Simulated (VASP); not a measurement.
# Ir (Fm-3m) in VASP: elastic constants with LDA

Aim: the elastic constants of Ir with LDA.

All numbers are computed with VASP 6.6.1; they aren't measurements. Logs are shortened: lines on timing, memory, paths and dates and some standing lists are left out, and cuts for length are marked.

## (1) The crystal as given

Symmetry: Fm-3m, No. 225, cubic system. The conventional cell has a = 3.831 Å, b = 3.831 Å, c = 3.831 Å, α = 90.00°, β = 90.00°, γ = 90.00°. Around Ir (site symmetry m-3m) lie 12 Ir at 2.71 Å.

## (2) Elastic constants, LDA

The input, POSCAR:

```
Ir
1.0
    0.0000000000      1.9156000000      1.9156000000
    1.9156000000      0.0000000000      1.9156000000
    1.9156000000      1.9156000000      0.0000000000
Ir
1
Direct
    0.0000000000      0.0000000000      0.0000000000
```

The input, INCAR.step1:

```
SYSTEM = Ir
PREC = Accurate
ENCUT = 600
EDIFF = 1E-8
ISMEAR = 0
SIGMA = 0.1
LREAL = .FALSE.
LASPH = .TRUE.
NELM = 100
ALGO = Normal
ISIF = 3
LWAVE = .FALSE.
LCHARG = .FALSE.
IBRION = 2
NSW = 40
EDIFFG = -0.002
```

The input, INCAR.step2:

```
SYSTEM = Ir
PREC = Accurate
ENCUT = 600
EDIFF = 1E-8
ISMEAR = 0
SIGMA = 0.1
LREAL = .FALSE.
LASPH = .TRUE.
NELM = 100
ALGO = Normal
ISIF = 3
LWAVE = .FALSE.
LCHARG = .FALSE.
IBRION = 6
NFREE = 2
POTIM = 0.015
NSW = 1
```

The input, KPOINTS:

```
regular mesh
0
G
  18 18 18
  0 0 0
```

Potentials or basis: VASP PAW LDA potentials, release 64 (Ir).

Launch:

```bash
$ cat potpaw_LDA.64/Ir/POTCAR > POTCAR
$ cp INCAR.step1 INCAR
$ mpirun -np 1 vasp_std > vasp.out
$ cp CONTCAR POSCAR
$ cp INCAR.step2 INCAR
$ mpirun -np 1 vasp_std > vasp.out
```

OUTCAR:

```text
SYSTEM = Ir
   PREC = Accurate
   ENCUT = 600
   EDIFF = 1E-8
   ISMEAR = 0
   LREAL = .FALSE.
   LASPH = .TRUE.
   NELM = 100
   ISIF = 3
   IBRION = 6
   NFREE = 2
   POTIM = 0.015
   NSW = 1

 ion  position               nearest neighbor table
   1  0.000  0.000  0.000-

  LATTYP: Found a face centered cubic cell.
 ALAT       =     3.8192858360

  Lattice vectors:

 A1 = (   0.0000000000,   1.9096429180,   1.9096429180)
 A2 = (   1.9096429180,   0.0000000000,   1.9096429180)
 A3 = (   1.9096429180,   1.9096429180,   0.0000000000)

Analysis of symmetry for initial positions (statically):
=====================================================================
 Subroutine PRICEL returns:
 Original cell was already a primitive cell.

 Routine SETGRP: Setting up the symmetry group for a
 face centered cubic supercell.

 Subroutine GETGRP returns: Found 48 space group operations
 (whereof 48 operations were pure point group operations)
 out of a pool of 48 trial point group operations.

The static configuration has the point symmetry O_h .

Analysis of symmetry for dynamics (positions and initial velocities):
=====================================================================
 Subroutine PRICEL returns:
 Original cell was already a primitive cell.

 Routine SETGRP: Setting up the symmetry group for a
 face centered cubic supercell.

 Subroutine GETGRP returns: Found 48 space group operations
 (whereof 48 operations were pure point group operations)
 out of a pool of 48 trial point group operations.

The dynamic configuration has the point symmetry O_h .

 Subroutine INISYM returns: Found 48 space group operations
 (whereof 48 operations are pure point group operations),
 and found     1 'primitive' translations

----------------------------------------------------------------------------------------

[... 336 lines left out ...]
 k-point     1 :       0.0000    0.0000    0.0000
  band No.  band energies     occupation
      1      -0.6871      2.00000
      2       6.5759      2.00000
      3       6.5759      2.00000
      4       6.5759      2.00000
      5       9.3709      2.00000
      6       9.3709      2.00000
      7      24.8990      0.00000
      8      30.5315      0.00000
[... 243 lines left out ...]
 k-point    24 :      -0.2222    0.0556    0.0000
  band No.  band energies     occupation
      1       1.5526      2.00000
      2       5.9115      2.00000
      3       7.0528      2.00000
      4       7.1444      2.00000
      5       9.0611      2.00000
      6       9.9490      2.00000
      7      24.8345      0.00000
      8      27.6688      0.00000

 [... further k-points ...]

------------------------ aborting loop because EDIFF is reached ----------------------------------------

  FORCE on cell =-STRESS in cart. coord.  units (eV):
  Direction    XX          YY          ZZ          XY          YZ          ZX
  --------------------------------------------------------------------------------------
  -------------------------------------------------------------------------------------
  Total        0.0005930      0.0005930      0.0005930      0.0000000      0.0000000      0.0000000
  in kB        0.0682116      0.0682116      0.0682116      0.0000000      0.0000000      0.0000000
  external PRESSURE =       0.0682116 kB  Pullay stress =       0.0000000 kB
[... 16 lines left out ...]
  FREE ENERGIE OF THE ION-ELECTRON SYSTEM (eV)
  ---------------------------------------------------
  free  energy   TOTEN  =       -10.3294209511 eV

  energy  without entropy=      -10.3244691075  energy(sigma->0) =      -10.32694503

 INTERNAL STRAIN TENSORS FROM STRAINED CELLS
 ============================================

 INTERNAL STRAIN TENSOR FOR ION    1 for displacements in x,y,z  (eV/Angst):
          X           Y           Z          XY          YZ          ZX
  --------------------------------------------------------------------------------
  x    -0.00000     0.00000     0.00000     0.00000     0.00000     0.00000
  y    -0.00000     0.00000     0.00000     0.00000    -0.00000     0.00000
  z     0.00000     0.00000    -0.00000     0.00000    -0.00000     0.00000

 INTERNAL STRAIN TENSORS FROM DISPLACED ATOMS
 ============================================

 INTERNAL STRAIN TENSOR FOR ION    1 for displacements in x,y,z  (eV/Angst):
          X           Y           Z          XY          YZ          ZX
  --------------------------------------------------------------------------------
  x     0.00000     0.00000     0.00000     0.00000     0.00000     0.00000
  y     0.00000     0.00000     0.00000     0.00000     0.00000     0.00000
  z     0.00000     0.00000     0.00000     0.00000     0.00000     0.00000

 Eigenvectors and eigenvalues of the dynamical matrix
 ----------------------------------------------------

   1 f  =    0.000000 THz     0.000000 2PiTHz    0.000000 cm-1     0.000000 meV
             X         Y         Z           dx          dy          dz
      0.000000  0.000000  0.000000     1.000000    0.000000    0.000000

   2 f  =    0.000000 THz     0.000000 2PiTHz    0.000000 cm-1     0.000000 meV
             X         Y         Z           dx          dy          dz
      0.000000  0.000000  0.000000     0.000000    1.000000    0.000000

   3 f  =    0.000000 THz     0.000000 2PiTHz    0.000000 cm-1     0.000000 meV
             X         Y         Z           dx          dy          dz
      0.000000  0.000000  0.000000     0.000000    0.000000    1.000000

--------------------------------------------------------------------------------------------------------

 ELASTIC MODULI CONTR FROM IONIC RELAXATION (kBar)
 Direction    XX          YY          ZZ          XY          YZ          ZX
 --------------------------------------------------------------------------------
 XX           0.0000      0.0000      0.0000      0.0000      0.0000      0.0000
 YY           0.0000      0.0000      0.0000      0.0000      0.0000      0.0000
 ZZ           0.0000      0.0000      0.0000      0.0000      0.0000      0.0000
 XY           0.0000      0.0000      0.0000      0.0000      0.0000      0.0000
 YZ           0.0000      0.0000      0.0000      0.0000      0.0000      0.0000
 ZX           0.0000      0.0000      0.0000      0.0000      0.0000      0.0000
 --------------------------------------------------------------------------------

 TOTAL ELASTIC MODULI (kBar)
 Direction    XX          YY          ZZ          XY          YZ          ZX
 --------------------------------------------------------------------------------
 XX        6748.2046   2692.8147   2692.8147      0.0000     -0.0000      0.0000
 YY        2692.8147   6748.2046   2692.8147     -0.0000      0.0000      0.0000
 ZZ        2692.8147   2692.8147   6748.2046     -0.0000      0.0000      0.0000
 XY           0.0000     -0.0000     -0.0000   2805.0366      0.0000      0.0000
 YZ          -0.0000      0.0000      0.0000      0.0000   2805.0366      0.0000
 ZX           0.0000      0.0000      0.0000      0.0000      0.0000   2805.0366
 --------------------------------------------------------------------------------
```

OUTCAR.step1:

```text
SYSTEM = Ir
   PREC = Accurate
   ENCUT = 600
   EDIFF = 1E-8
   ISMEAR = 0
   LREAL = .FALSE.
   LASPH = .TRUE.
   NELM = 100
[... 586 lines left out ...]
  -------------------------------------------------------------------------------------
  Total        0.0005784      0.0005784      0.0005784      0.0000000      0.0000000      0.0000000
  in kB        0.0665352      0.0665352      0.0665352      0.0000000      0.0000000      0.0000000
  external PRESSURE =       0.0665352 kB  Pullay stress =       0.0000000 kB
[... 16 lines left out ...]
  FREE ENERGIE OF THE ION-ELECTRON SYSTEM (eV)
  ---------------------------------------------------
  free  energy   TOTEN  =       -10.3294221538 eV

  energy  without entropy=      -10.3244703069  energy(sigma->0) =      -10.32694623

 reached required accuracy - stopping structural energy minimisation
```

OSZICAR.step1:

```text
N       E                     dE             d eps       ncg     rms          rms(c)
DAV:   1     0.461209888907E+02    0.46121E+02   -0.49171E+03  3128   0.117E+03
DAV:   2    -0.101933089742E+02   -0.56314E+02   -0.54350E+02  3128   0.213E+02
[... 29 lines left out ...]
   3 F= -.10329422E+02 E0= -.10326945E+02  d E =-.151192E-02
       N       E                     dE             d eps       ncg     rms          rms(c)
DAV:   1    -0.103294237997E+02   -0.21046E-05   -0.66008E-05  3368   0.140E-01    0.132E-02
DAV:   2    -0.103294223188E+02    0.14809E-05   -0.38285E-06  3464   0.280E-02    0.450E-03
DAV:   3    -0.103294221526E+02    0.16616E-06   -0.75520E-07  3904   0.115E-02    0.120E-03
DAV:   4    -0.103294221538E+02   -0.11837E-08   -0.16583E-08  3504   0.133E-03
   4 F= -.10329422E+02 E0= -.10326946E+02  d E =-.151237E-02
```

Run time: 20 min. Hardware: 1 thread of AMD EPYC 7R13 (Zen 3), shared host; peak memory 0.45 GiB.

What came out:

```
Relaxed volume                         : 13.93 Å³/atom
Relaxed cell                           : a = 2.701 Å, b = 2.701 Å, c = 2.701 Å, α = 60.00°, β = 60.00°, γ = 60.00°
Space group after relaxing (to 0.05 Å) : Fm-3m (No. 225)
Elastic constants C11, C12, C44        : 675, 269, 281 GPa
Voigt bulk modulus                     : 404 GPa
```

Step by step:
```csv
step,energy change (eV),largest force (eV/Å),pressure (GPa),volume (Å³)
1,0.0000,0.0000,-3.68,14.06
2,0.0246,0.0000,16.80,13.41
3,-0.0015,0.0000,-0.07,13.93
4,-0.0015,0.0000,0.01,13.93
```

Final structure:
```yaml
crystal:
  lattice:
    - [0.00000, 1.90964, 1.90964]
    - [1.90964, 0.00000, 1.90964]
    - [1.90964, 1.90964, 0.00000]
  atoms:
    - { symbol: Ir, position: [0.00000, 0.00000, 0.00000] }
```

Elastic tensor in Voigt notation (GPa, in the Cartesian axes of the cell as first typed):
```
675 269 269   0   0   0
269 675 269   0   0   0
269 269 675   0   0   0
  0   0   0 281   0   0
  0   0   0   0 281   0
  0   0   0   0   0 281
```

Clamped-ion elastic tensor (GPa):
```
675 269 269   0   0   0
269 675 269   0   0   0
269 269 675   0   0   0
  0   0   0 281   0   0
  0   0   0   0 281   0
  0   0   0   0   0 281
```
